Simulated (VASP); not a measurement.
Level of theory: r2SCAN meta-GGA, VASP's PBE PAW potentials (set 64) (plane waves; VASP).

The input files of a VASP run:

**KPOINTS**
```
Automatic mesh
0
Gamma
15 15 15
0 0 0
```

**INCAR**
```
# general
SYSTEM   =  Be
PREC     =  Accurate
ENCUT    =  400
LREAL    =  F
LASPH    =  T

# electronic loop
EDIFF    =  1E-6
NELM     =  100
ALGO     =  Normal
LMIXTAU  =  T

# smearing
ISMEAR   =  1
SIGMA    =  0.1

# functional
METAGGA  =  R2SCAN

# ions
IBRION   =  2
NSW      =  60
ISIF     =  3
EDIFFG   =  -0.01

# output
LWAVE    =  F
LCHARG   =  F
```

File POSCAR:
```
Be
1
    2.1721937969     0.0000000000     0.0000000000
   -0.0000000000     2.1721937969     0.0000000000
   -0.0000000000     0.0000000000     2.1721937969
Be
1
Direct
  0.0000000000   0.0000000000   0.0000000000
```

POTCAR, in this order: Be (PBE.64 set). Program: vasp_std.

Q: What will the output report for the number of irreducible k-points (NKPTS), number of bands (NBANDS), largest plane-wave count, number of space-group operations, FFT grid (NGX, NGY, NGZ)?

A: 
```yaml
number of irreducible k-points (NKPTS): 120
number of bands (NBANDS): 5
largest_plane_wave_count: 195
number_of_space_group_operations: 48
FFT grid (NGX, NGY, NGZ): 14 × 14 × 14
```

The structure was generated: Be was put into the simple-cubic type (Pm-3m), which need not be its known phase. It was relaxed first, which changed the volume by +12 %. The start is the result of an earlier pass.
